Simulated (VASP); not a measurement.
The system is ScSi2.

```
CELL_PARAMETERS angstrom
3.66000 0.00000 0.00000
-1.83000 3.16965 0.00000
0.00000 0.00000 3.87000
ATOMIC_POSITIONS crystal
Sc 0.00000 0.00000 0.00000
Si 0.66667 0.33333 0.50000
Si 0.33333 0.66667 0.50000
```

Program: VASP 6.6.1. Alike in all runs: potentials or basis VASP PAW PBE potentials, release 64 (Sc_sv, Si); no spin polarisation; cell as given; k mesh 8 × 8 × 7; cutoff (eV) 520.

Task: Order these runs on this cell by their pressure, lowest first.
A. level PBEsol+D3; smearing gaussian 0.01 eV
B. level PBE; smearing fermi-dirac 0.05 eV
C. level PBEsol; smearing gaussian 0.02 eV

Result: A (19.6 GPa), C (22.0 GPa), B (25.2 GPa).

Caveats: so large a pressure means that the cell lies far from this level's equilibrium, or that cutoff or potentials fall short; the potentials were made for another functional, which shifts forces and pressure (some runs); pairwise dispersion overbinds metals, which lowers pressure and volume (some runs).

Not every run made on this cell is shown here.
